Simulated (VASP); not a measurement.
Calculation: PBEsol GGA, VASP's PBE PAW potentials (set 64) (plane waves; VASP 6.6.1).

Input for VASP

**INCAR**
```
SYSTEM  =  MgO
PREC  =  Accurate; ENCUT  =  620; LREAL  =  .False.
LASPH  =  .True.
EDIFF  =  1E-6; NELM  =  100; ALGO  =  Normal
ISMEAR  =  0; SIGMA  =  0.05
GGA  =  PS
IBRION  =  2; NSW  =  40; ISIF  =  3
EDIFFG  =  -0.02; PSTRESS  =  300
LWAVE  =  .False.; LCHARG  =  .False.
```

### KPOINTS
```
Automatic mesh
0
Gamma
11 11 11
0 0 0
```

**POSCAR**
```
MgO
1.0
  0.0000000000   2.0345477222   2.0345477222
  2.0345477222   0.0000000000   2.0345477222
  2.0345477222   2.0345477222   0.0000000000
Mg O
1 1
Cartesian
  0.0000000000   0.0000000000   0.0000000000
  2.0345477222   2.0345477222   2.0345477222
```

POTCAR, in this order: Mg O (PBE.64 set). Program: vasp_std.

What will the output report for the number of irreducible k-points (NKPTS), largest plane-wave count, number of space-group operations, FFT grid (NGX, NGY, NGZ)?

```
Item                                          Result
--------------------------------------  ------------
number of irreducible k-points (NKPTS)            56
largest plane-wave count                         609
number of space-group operations                  48
FFT grid (NGX, NGY, NGZ)                24 × 24 × 24
```

The compound is MgO in the rock salt structure. This run relaxes it under an external pressure of 30 GPa. Symmetry was kept, so distortions that lower it aren't found.
